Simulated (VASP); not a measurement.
Method: LDA (Ceperley-Alder, Perdew-Zunger), VASP's LDA PAW potentials (set 64) (plane waves; VASP).

VASP ran on this input.

File KPOINTS:
```
Automatic mesh
0
G
  14 14 8
0 0 0
```

**INCAR**
```
! general
SYSTEM =Ru
PREC   =Accurate
ENCUT  =400   ! plane-wave cut-off (eV)
LREAL  =F   ! projection in real space or not
LASPH  =T

! electronic loop
EDIFF  =1E-6   ! SCF stop (eV)
NELM   =100   ! most electronic steps
ALGO   =Normal   ! blocked Davidson
LMAXMIX=4   ! l cut-off of mixed one-centre charges

! smearing
ISMEAR =1   ! Methfessel-Paxton
SIGMA  =0.1

! ions
IBRION =2
NSW    =60   ! most ionic steps
ISIF   =3   ! ions, shape and volume
EDIFFG =-0.01   ! ionic stop

! output
LWAVE  =F
LCHARG =F
```

File POSCAR:
```
Ru
1.0
  1.3386784423  -2.3186592271   0.0000000000
  1.3386784423   2.3186592271   0.0000000000
  0.0000000000   0.0000000000   4.2221783936
Ru
2
Cart
  1.3386784423   0.7728879548   1.0555445984
  1.3386784423  -0.7728879548   3.1666337952
```

POTCAR, in this order: Ru_pv (LDA.64 set). Program: vasp_std.

Output

### OUTCAR
```
 ion  position               nearest neighbor table
   1  0.333  0.667  0.250-   2 2.62   2 2.62   2 2.62   2 2.62   2 2.62   2 2.62
   2  0.667  0.333  0.750-   1 2.62   1 2.62   1 2.62   1 2.62   1 2.62   1 2.62
  LATTYP: Found a hexagonal cell.
 ALAT       =     2.6773570145
 C/A-ratio  =     1.5769949135
 Subroutine PRICEL returns:
 Original cell was already a primitive cell.
 Subroutine GETGRP returns: Found 24 space group operations
The static configuration has the point symmetry D_3d.
 The point group associated with its full space group is D_6h.
The dynamic configuration has the point symmetry D_3d.
 Subroutine INISYM returns: Found 24 space group operations
 Subroutine IBZKPT returns following result:
 Found    120 irreducible k-points:

 Following reciprocal coordinates:
            Coordinates               Weight
  0.000000  0.000000  0.000000      1.000000
  0.071429  0.000000  0.000000      6.000000
  0.142857  0.000000  0.000000      6.000000
  0.214286  0.000000  0.000000      6.000000
  0.285714  0.000000  0.000000      6.000000
  0.357143  0.000000  0.000000      6.000000
  0.428571  0.000000  0.000000      6.000000
...
```

OSZICAR:
```
       N       E                     dE             d eps       ncg     rms          rms(c)
DAV:   1     0.245451236907E+03    0.24545E+03   -0.15782E+04  4368   0.145E+03
DAV:   2    -0.169036774541E+02   -0.26235E+03   -0.25672E+03  4586   0.450E+02
DAV:   3    -0.227753540539E+02   -0.58717E+01   -0.57434E+01  4546   0.723E+01
DAV:   4    -0.228344213226E+02   -0.59067E-01   -0.58962E-01  5420   0.656E+00
DAV:   5    -0.228353886647E+02   -0.96734E-03   -0.96729E-03  4762   0.694E-01    0.200E+01
DAV:   6    -0.214976637542E+02    0.13377E+01   -0.34841E+00  4368   0.195E+01    0.540E+00
DAV:   7    -0.213951766016E+02    0.10249E+00   -0.27265E-01  4444   0.482E+00    0.126E+00
DAV:   8    -0.213830387674E+02    0.12138E-01   -0.96441E-03  4418   0.124E+00    0.166E-01
DAV:   9    -0.213829702591E+02    0.68508E-04   -0.42318E-04  5550   0.220E-01    0.302E-02
DAV:  10    -0.213829931215E+02   -0.22862E-04   -0.94809E-06  4592   0.280E-02    0.418E-03
DAV:  11    -0.213829930674E+02    0.54116E-07   -0.22818E-07  2452   0.427E-03
   1 F= -.21382993E+02 E0= -.21382612E+02  d E =-.213830E+02
       N       E                     dE             d eps       ncg     rms          rms(c)
DAV:   1    -0.213905886021E+02   -0.75955E-02   -0.17424E-01  4348   0.520E+00    0.806E-01
DAV:   2    -0.213828241095E+02    0.77645E-02   -0.22944E-02  4350   0.162E+00    0.124E-01
DAV:   3    -0.213826191771E+02    0.20493E-03   -0.12505E-03  4406   0.348E-01    0.781E-02
DAV:   4    -0.213826767380E+02   -0.57561E-04   -0.85863E-05  4406   0.762E-02    0.769E-03
DAV:   5    -0.213826771609E+02   -0.42290E-06   -0.67985E-06  5018   0.250E-02
   2 F= -.21382677E+02 E0= -.21382308E+02  d E =0.315906E-03
       N       E                     dE             d eps       ncg     rms          rms(c)
DAV:   1    -0.213878043169E+02   -0.51276E-02   -0.10540E-01  4346   0.405E+00    0.613E-01
DAV:   2    -0.213831117491E+02    0.46926E-02   -0.13839E-02  4344   0.126E+00    0.993E-02
DAV:   3    -0.213829852621E+02    0.12649E-03   -0.78543E-04  4404   0.276E-01    0.578E-02
DAV:   4    -0.213830192679E+02   -0.34006E-04   -0.55377E-05  4404   0.628E-02    0.749E-03
DAV:   5    -0.213830190490E+02    0.21894E-06   -0.45130E-06  4612   0.216E-02
   3 F= -.21383019E+02 E0= -.21382640E+02  d E =-.259815E-04
```

OUTCAR:
```
------------------------ aborting loop because EDIFF is reached ----------------------------------------
  FORCE on cell =-STRESS in cart. coord.  units (eV):
  Direction    XX          YY          ZZ          XY          YZ          ZX
  --------------------------------------------------------------------------------------
  Total        0.0001931      0.0001931      0.0033711      0.0000000      0.0000000      0.0000000
  in kB        0.0118173      0.0118173      0.2062587      0.0000000      0.0000000      0.0000000
  external PRESSURE =       0.0766311 kB  Pullay stress =       0.0000000 kB
  volume of cell :       26.19
      direct lattice vectors                 reciprocal lattice vectors
     1.338257094 -2.317929430  0.000000000     0.373620287 -0.215709760  0.000000000
     1.338257094  2.317929430  0.000000000     0.373620287  0.215709760  0.000000000
     0.000000000  0.000000000  4.220844175    -0.000000000  0.000000000  0.236919431
 POSITION                                       TOTAL-FORCE (eV/Angst)
 -----------------------------------------------------------------------------------
      1.33826      0.77264      1.05521         0.000000     -0.000000      0.000000
      1.33826     -0.77264      3.16563         0.000000      0.000000      0.000000
 -----------------------------------------------------------------------------------
    total drift:                               -0.000012      0.000495     -0.000045
  FREE ENERGIE OF THE ION-ELECTRON SYSTEM (eV)
  ---------------------------------------------------
  free  energy   TOTEN  =       -21.3830190490 eV

  energy  without entropy=      -21.3818830265  energy(sigma->0) =      -21.38264037

 reached required accuracy - stopping structural energy minimisation
```
(Selected blocks of OUTCAR.)

### CONTCAR
```
Ru
   1.00000000000000
     1.3382570936073321   -2.3179294296149218    0.0000000000000000
     1.3382570936073321    2.3179294296149218    0.0000000000000000
     0.0000000000000000    0.0000000000000000    4.2208441754160564
  Ru
     2
Direct
     0.3333330000000032    0.6666669999999968    0.2500000000000000
     0.6666669999999968    0.3333330000000032    0.7500000000000000
```

The compound is Ru in the hcp structure. This run relaxes it. Symmetry was kept, so distortions that lower it aren't found. The start is the result of an earlier pass.
